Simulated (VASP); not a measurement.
# MnAl15N16 (a cell with a defect) in VASP: further runs

Runs on MnAl15N16 (a cell with a defect). Level: PBEsol+U. Tasks: single point.

Everything below comes from runs of VASP 6.6.1. Logs are shortened: lines on timing, memory, paths and dates and some standing lists are left out, and cuts for length are marked.

## Step 1: Starting point

The cell holds a defect, 32 atoms: a = 6.220 Å, b = 6.220 Å, c = 9.960 Å, α = 90.00°, β = 90.00°, γ = 120.00°.

## Step 2: Single point, PBEsol+U, collinear spin, ferromagnetic start

INCAR reads:

```
  PREC = Accurate
  ENCUT = 450
  EDIFF = 1E-5
  ISMEAR = 0
  SIGMA = 0.03
  LREAL = Auto
  LASPH = True
  NELM = 120
  ALGO = Normal
  ISIF = 2
  LWAVE = False
  LCHARG = False
  ISPIN = 2
  MAGMOM = 4 0 0 0 0 0 0 0 0 0 0 0 0 0 0 0 0 0 0 0 0 0 0 0 0 0 0 0 0 0 0 0
  LORBIT = 11
  NUPDOWN = 4
  LMAXMIX = 4
  LDAU = True
  LDAUTYPE = 2
  LDAUL = 2 -1 -1
  LDAUU = 3.5 0 0
  LDAUJ = 0 0 0
  LDAUPRINT = 1
  GGA = PS
  NBANDS = 95
```

KPOINTS reads:

```
Automatic mesh
0
Gamma
  3 3 2
```

POSCAR reads:

```
MnAl15N16
1.0
    6.2200008610      0.0000000000      0.0000000000
   -3.1100004305      5.3866787572      0.0000000000
    0.0000000000      0.0000000000      9.9600000000
Mn Al N
1 15 16
Direct
    0.3333333333      0.1666666667      0.0000000000
    0.3333333333      0.1666666667      0.5000000000
    0.3333333333      0.6666666667      0.0000000000
    0.3333333333      0.6666666667      0.5000000000
    0.8333333333      0.1666666667      0.0000000000
    0.8333333333      0.1666666667      0.5000000000
    0.8333333333      0.6666666667      0.0000000000
    0.8333333333      0.6666666667      0.5000000000
    0.1666666667      0.3333333333      0.2500000000
    0.1666666667      0.3333333333      0.7500000000
    0.1666666667      0.8333333333      0.2500000000
    0.1666666667      0.8333333333      0.7500000000
    0.6666666667      0.3333333333      0.2500000000
    0.6666666667      0.3333333333      0.7500000000
    0.6666666667      0.8333333333      0.2500000000
    0.6666666667      0.8333333333      0.7500000000
    0.3333333333      0.1666666667      0.1910000000
    0.3333333333      0.1666666667      0.6910000000
    0.3333333333      0.6666666667      0.1910000000
    0.3333333333      0.6666666667      0.6910000000
    0.8333333333      0.1666666667      0.1910000000
    0.8333333333      0.1666666667      0.6910000000
    0.8333333333      0.6666666667      0.1910000000
    0.8333333333      0.6666666667      0.6910000000
    0.1666666667      0.3333333333      0.4410000000
    0.1666666667      0.3333333333      0.9410000000
    0.1666666667      0.8333333333      0.4410000000
    0.1666666667      0.8333333333      0.9410000000
    0.6666666667      0.3333333333      0.4410000000
    0.6666666667      0.3333333333      0.9410000000
    0.6666666667      0.8333333333      0.4410000000
    0.6666666667      0.8333333333      0.9410000000
```

Potentials or basis: VASP PAW PBE potentials, release 64 (Mn_pv, Al, N).

Run with:

```console
$ cat potpaw_PBE.64/Mn_pv/POTCAR potpaw_PBE.64/Al/POTCAR potpaw_PBE.64/N/POTCAR > POTCAR
$ mpirun -np 1 vasp_std > vasp.out
```

OUTCAR:

```text
PREC = Accurate
   ENCUT = 450
   EDIFF = 1E-5
   ISMEAR = 0
   LREAL = Auto
   LASPH = True
   NELM = 120
   ISIF = 2
   ISPIN = 2
   LORBIT = 11
   NUPDOWN = 4
   GGA = PS

 ion  position               nearest neighbor table
   1  0.333  0.167  0.000-  26 1.89  30 1.89  28 1.89  17 1.90   9 3.07  10 3.07  13 3.07  14 3.07
                            11 3.07  12 3.07   5 3.11   5 3.11   7 3.11   3 3.11   3 3.11   7 3.11
   2  0.333  0.167  0.500-  25 1.89  29 1.89  27 1.89  18 1.90   9 3.07  10 3.07  13 3.07  14 3.07
                            11 3.07  12 3.07   6 3.11   6 3.11   8 3.11   4 3.11   4 3.11   8 3.11
   3  0.333  0.667  0.000-  28 1.89  32 1.89  26 1.89  19 1.90  11 3.07  12 3.07  15 3.07  16 3.07
                             9 3.07  10 3.07   7 3.11   7 3.11   1 3.11   1 3.11   5 3.11   5 3.11
   4  0.333  0.667  0.500-  27 1.89  31 1.89  25 1.89  20 1.90  11 3.07  12 3.07  15 3.07  16 3.07
                             9 3.07  10 3.07   8 3.11   8 3.11   2 3.11   2 3.11   6 3.11   6 3.11
   5  0.833  0.167  0.000-  30 1.89  26 1.89  32 1.89  21 1.90  13 3.07  14 3.07   9 3.07  10 3.07
                            15 3.07  16 3.07   1 3.11   1 3.11   7 3.11   7 3.11   3 3.11   3 3.11
   6  0.833  0.167  0.500-  29 1.89  25 1.89  31 1.89  22 1.90  13 3.07  14 3.07   9 3.07  10 3.07
                            15 3.07  16 3.07   2 3.11   2 3.11   8 3.11   8 3.11   4 3.11   4 3.11
   7  0.833  0.667  0.000-  32 1.89  28 1.89  30 1.89  23 1.90  15 3.07  16 3.07  11 3.07  12 3.07
                            13 3.07  14 3.07   3 3.11   3 3.11   5 3.11   5 3.11   1 3.11   1 3.11
   8  0.833  0.667  0.500-  31 1.89  27 1.89  29 1.89  24 1.90  15 3.07  16 3.07  11 3.07  12 3.07
                            13 3.07  14 3.07   4 3.11   4 3.11   6 3.11   6 3.11   2 3.11   2 3.11
   9  0.167  0.333  0.250-  17 1.89  21 1.89  19 1.89  25 1.90   1 3.07   2 3.07   5 3.07   6 3.07
[... 17 lines left out ...]
  19  0.333  0.667  0.191-  11 1.89  15 1.89   9 1.89   3 1.90
  20  0.333  0.667  0.691-  12 1.89  16 1.89  10 1.89   4 1.90
  21  0.833  0.167  0.191-  13 1.89   9 1.89  15 1.89   5 1.90
  22  0.833  0.167  0.691-  14 1.89  10 1.89  16 1.89   6 1.90
[... 8 lines left out ...]
  31  0.667  0.833  0.441-   8 1.89   4 1.89   6 1.89  15 1.90
  32  0.667  0.833  0.941-   7 1.89   3 1.89   5 1.89  16 1.90

  LATTYP: Found a hexagonal cell.
 ALAT       =     6.2200008610
 C/A-ratio  =     1.6012859520

  Lattice vectors:

 A1 = (   6.2200008610,   0.0000000000,   0.0000000000)
 A2 = (  -3.1100004305,   5.3866787572,   0.0000000000)
 A3 = (   0.0000000000,   0.0000000000,   9.9600000000)

Analysis of symmetry for initial positions (statically):
=====================================================================
 Subroutine PRICEL returns:
 Original cell was already a primitive cell.

 Routine SETGRP: Setting up the symmetry group for a
 hexagonal supercell.

 Subroutine GETGRP returns: Found  6 space group operations
 (whereof  2 operations were pure point group operations)
 out of a pool of 24 trial point group operations.

[... 262 lines left out ...]
 cond. band min:       7.7814905403   @ k =   0.3333   0.0000   0.5000
 fundamental gap:      0.0795857093
 Fermi energy:         7.7677550387

 spin component 1

 k-point     1 :       0.0000    0.0000    0.0000
  band No.  band energies     occupation
      1     -42.4437      1.00000
      2     -42.1348      1.00000
      3     -42.1348      1.00000
      4      -9.1057      1.00000
      5      -8.2458      1.00000
      6      -8.1549      1.00000
[... 493 lines left out ...]
     80      12.6854      0.00000
     81      13.1583      0.00000
 Fermi energy:         6.1795853516

 spin component 2

 k-point     1 :       0.0000    0.0000    0.0000
  band No.  band energies     occupation
      1     -38.7132      1.00000
      2     -38.1173      1.00000
      3     -38.1173      1.00000
      4      -9.0932      1.00000
      5      -8.2419      1.00000
      6      -8.1210      1.00000
[... 493 lines left out ...]
     80      12.8001      0.00000
     81      13.1759      0.00000
 [bands above 81 left out]

------------------------ aborting loop because EDIFF is reached ----------------------------------------

  FORCE on cell =-STRESS in cart. coord.  units (eV):
  Direction    XX          YY          ZZ          XY          YZ          ZX
  --------------------------------------------------------------------------------------
  -------------------------------------------------------------------------------------
  Total        5.2496858      5.2496858      1.0105420      0.0000000      0.0000000      0.0000000
  in kB       25.2042070     25.2042070      4.8517017      0.0000000      0.0000000      0.0000000
  external PRESSURE =      18.4200386 kB  Pullay stress =       0.0000000 kB

 VOLUME and BASIS-vectors are now :
 -----------------------------------------------------------------------------
  energy-cutoff  :      450.00
  volume of cell :      333.71
      direct lattice vectors                 reciprocal lattice vectors
     6.220000861  0.000000000  0.000000000     0.160771682  0.092821574  0.000000000
    -3.110000430  5.386678757  0.000000000     0.000000000  0.185643148  0.000000000
     0.000000000  0.000000000  9.960000000     0.000000000  0.000000000  0.100401606

 POSITION                                       TOTAL-FORCE (eV/Angst)
 -----------------------------------------------------------------------------------
      1.55500      0.89778      0.00000        -0.000000      0.000000      0.310301
      1.55500      0.89778      4.98000        -0.000000      0.000000      0.098221
     -0.00000      3.59112      0.00000        -0.001897     -0.001095     -0.071772
     -0.00000      3.59112      4.98000         0.044369      0.025617      0.025521
      4.66500      0.89778      0.00000        -0.000000      0.002191     -0.071772
      4.66500      0.89778      4.98000        -0.000000     -0.051233      0.025521
[... 24 lines left out ...]
      1.55500      4.48890      4.39236        -0.000000      0.000000     -0.004392
      1.55500      4.48890      9.37236        -0.000000      0.000000     -0.048778
 -----------------------------------------------------------------------------------
    total drift:                               -0.000002      0.000002      0.028334

  FREE ENERGIE OF THE ION-ELECTRON SYSTEM (eV)
  ---------------------------------------------------
  free  energy   TOTEN  =      -250.0488749073 eV

  energy  without entropy=     -250.0455249362  energy(sigma->0) =     -250.04719992

 total charge

# of ion       s       p       d       tot
------------------------------------------
    1        0.392   6.445   5.025  11.862
    2        0.369   0.444   0.000   0.813
    3        0.369   0.442   0.000   0.812
    4        0.369   0.443   0.000   0.812
    5        0.369   0.442   0.000   0.812
    6        0.369   0.443   0.000   0.812
[... 24 lines left out ...]
   31        1.223   2.614   0.000   3.837
   32        1.223   2.614   0.000   3.837
--------------------------------------------------
tot         25.544  54.795   5.025  85.364

 magnetization (x)

# of ion       s       p       d       tot
------------------------------------------
    1        0.021   0.065   3.591   3.677
    2        0.000   0.000   0.000   0.001
    3        0.005   0.007   0.000   0.012
    4        0.000   0.000   0.000   0.000
    5        0.005   0.007   0.000   0.012
    6        0.000   0.000   0.000   0.000
[... 24 lines left out ...]
   31        0.000   0.000   0.000   0.001
   32        0.000   0.001   0.000   0.001
--------------------------------------------------
tot          0.052   0.027   3.591   3.669
```

OSZICAR:

```text
N       E                     dE             d eps       ncg     rms          rms(c)
DAV:   1     0.660842829879E+03    0.66084E+03   -0.60294E+04  2376   0.120E+03
DAV:   2    -0.219605636929E+03   -0.88045E+03   -0.84076E+03  2797   0.275E+02
DAV:   3    -0.287197938047E+03   -0.67592E+02   -0.66830E+02  2728   0.835E+01
DAV:   4    -0.288567845994E+03   -0.13699E+01   -0.13627E+01  2768   0.135E+01
[... 29 lines left out ...]
DAV:  34    -0.250048801512E+03   -0.21395E-04   -0.29408E-05  2280   0.217E-02    0.150E-01
DAV:  35    -0.250048855673E+03   -0.54161E-04   -0.37686E-05  2576   0.452E-02    0.870E-02
DAV:  36    -0.250048839282E+03    0.16391E-04   -0.15094E-05  1728   0.165E-02    0.963E-02
DAV:  37    -0.250048870671E+03   -0.31389E-04   -0.48754E-05  2768   0.510E-02    0.333E-02
DAV:  38    -0.250048874907E+03   -0.42368E-05   -0.52407E-05  2880   0.342E-02
   1 F= -.25004887E+03 E0= -.25004720E+03  d E =-.334997E-02  mag=     4.0000
```

stdout:

```text
POSCAR found type information on POSCAR MnAlN
 POSCAR found :  3 types and      32 ions
 scaLAPACK will be used
 -----------------------------------------------------------------------------
|                                                                             |
|                                                                             |
|     You enforced a specific xc type in the INCAR file but a different       |
|     I HOPE YOU KNOW WHAT YOU ARE DOING!                                     |
|                                                                             |
 -----------------------------------------------------------------------------

 LDA part: xc-table for (Slater+PW92), standard interpolation
 POSCAR, INCAR and KPOINTS ok, starting setup
 FFT: planning ... GRIDC
 FFT: planning ... GRID_SOFT
 FFT: planning ... GRID
 WAVECAR not read
 entering main loop
```

Wall time 29 min (1 thread of Intel Xeon Platinum 8488C (Sapphire Rapids), shared host); peak memory 0.62 GiB.

Results:

| Property | Result |
| --- | --- |
| Free energy | -250.0489 eV |
| Largest force | 1.900 eV/Å |
| Net moment | 4.00 μB per cell |
| Site moments | Mn +3.68; Al +0.00, +0.01; N -0.06, +0.00, -0.00 μB |
| Valence electrons inside the program's atomic spheres | Mn 11.86; Al 0.81; N 3.81, 3.84, 3.82 |

Forces in eV/Å, atoms in the order of the input:
```
Mn   0.000  0.000  0.310
Al   0.000  0.000  0.098
Al  -0.002 -0.001 -0.072
Al   0.044  0.026  0.026
Al   0.000  0.002 -0.072
Al   0.000 -0.051  0.026
Al   0.002 -0.001 -0.072
Al  -0.044  0.026  0.026
Al  -0.237  0.137 -0.083
Al  -0.026  0.015  0.101
Al   0.000 -0.273 -0.083
Al   0.000 -0.030  0.101
Al   0.237  0.137 -0.083
Al   0.026  0.015  0.101
Al   0.000  0.000 -0.053
Al   0.000  0.000  0.106
N    0.000  0.000  0.980
N    0.000  0.000 -0.094
N   -0.014 -0.008  0.078
N    0.010  0.005 -0.084
N    0.000  0.016  0.078
N    0.000 -0.011 -0.084
N    0.014 -0.008  0.078
N   -0.010  0.005 -0.084
N    0.049 -0.029 -0.051
N   -1.618  0.934 -0.346
N    0.000  0.057 -0.051
N    0.000 -1.868 -0.346
N   -0.049 -0.029 -0.051
N    1.618  0.934 -0.346
N    0.000  0.000 -0.004
N    0.000  0.000 -0.049
```

Eigenvalues of the final occupation matrices:
```csv
site,spin,trace,eigenvalues
site 1 d,1,4.33,0.62 0.91 0.91 0.95 0.95
site 1 d,2,0.73,0.07 0.07 0.19 0.19 0.21
```

Caveat: the k mesh is coarse (spacing up to 0.39 Å⁻¹), so the values aren't converged; the cutoff is under 1.25 times the usual one of these potentials, so pressure, stress and relaxed cells hold a basis-set (Pulay) error; the PAW data sets were made with another functional, which shifts forces and pressure a little; the total moment is fixed, so each spin has its own Fermi level; only a ferromagnetic start was run, and an antiferromagnetic order may lie lower in energy. The state reached can hang on the start; a lower one may exist.

## Step 3: Single point, PBEsol+U, collinear spin, ferromagnetic start

Changes to INCAR since step 2:

```diff
@@ -13,5 +13,5 @@
   ISPIN = 2
-  MAGMOM = 4 0 0 0 0 0 0 0 0 0 0 0 0 0 0 0 0 0 0 0 0 0 0 0 0 0 0 0 0 0 0 0
+  MAGMOM = 2 0 0 0 0 0 0 0 0 0 0 0 0 0 0 0 0 0 0 0 0 0 0 0 0 0 0 0 0 0 0 0
   LORBIT = 11
-  NUPDOWN = 4
+  NUPDOWN = 2
   LMAXMIX = 4
```

KPOINTS is that of step 2.

POSCAR is that of step 2.

Potentials or basis: VASP PAW PBE potentials, release 64 (Mn_pv, Al, N).

Run with:

```console
$ cat potpaw_PBE.64/Mn_pv/POTCAR potpaw_PBE.64/Al/POTCAR potpaw_PBE.64/N/POTCAR > POTCAR
$ mpirun -np 1 vasp_std > vasp.out
```

Run time: 12 min. Hardware: 1 thread of Intel Xeon Platinum 8488C (Sapphire Rapids), shared host; peak memory 0.62 GiB.

Results (log left out):

| Quantity | Value |
| --- | --- |
| Free energy | -248.7559 eV |
| Largest force | 1.487 eV/Å |
| Net moment | 2.00 μB per cell |
| Site moments | Mn +2.15; Al -0.00, +0.01, +0.00; N -0.04, -0.01, +0.00, -0.00, -0.06 μB |
| Valence electrons inside the program's atomic spheres | Mn 11.89; Al 0.81; N 3.82, 3.84, 3.81 |

Forces in eV/Å, atoms in the order of the input:
```
Mn   0.000  0.000 -0.172
Al   0.000  0.000 -0.089
Al   0.158  0.091  0.233
Al  -0.010 -0.006 -0.024
Al   0.000 -0.182  0.233
Al   0.000  0.012 -0.024
Al  -0.158  0.091  0.233
Al   0.010 -0.006 -0.024
Al   0.006 -0.004  0.017
Al   0.058 -0.033 -0.104
Al   0.000  0.007  0.017
Al   0.000  0.067 -0.104
Al  -0.006 -0.004  0.017
Al  -0.058 -0.033 -0.104
Al   0.000  0.000  0.016
Al   0.000  0.000 -0.043
N    0.000  0.000  1.487
N    0.000  0.000 -0.131
N   -0.014 -0.008 -0.042
N    0.034  0.020  0.030
N    0.000  0.016 -0.042
N    0.000 -0.039  0.030
N    0.014 -0.008 -0.042
N   -0.034  0.020  0.030
N   -0.042  0.025  0.036
N   -0.995  0.575 -0.480
N    0.000 -0.049  0.036
N    0.000 -1.149 -0.480
N    0.042  0.025  0.036
N    0.995  0.575 -0.480
N    0.000  0.000  0.001
N    0.000  0.000 -0.064
```

Eigenvalues of the final occupation matrices:
| site | spin | trace | eigenvalues |
| --- | --- | --- | --- |
| site 1 d | 1 | 3.63 | 0.30 0.72 0.72 0.94 0.94 |
| site 1 d | 2 | 1.48 | 0.07 0.07 0.22 0.22 0.91 |

Caveat: the k mesh is coarse (spacing up to 0.39 Å⁻¹), so the values aren't converged; the cutoff is under 1.25 times the usual one of these potentials, so pressure, stress and relaxed cells hold a basis-set (Pulay) error; the PAW data sets were made with another functional, which shifts forces and pressure a little; the total moment is fixed, so each spin has its own Fermi level; only a ferromagnetic start was run, and an antiferromagnetic order may lie lower in energy.

(Part 1 of 2 ends here.)
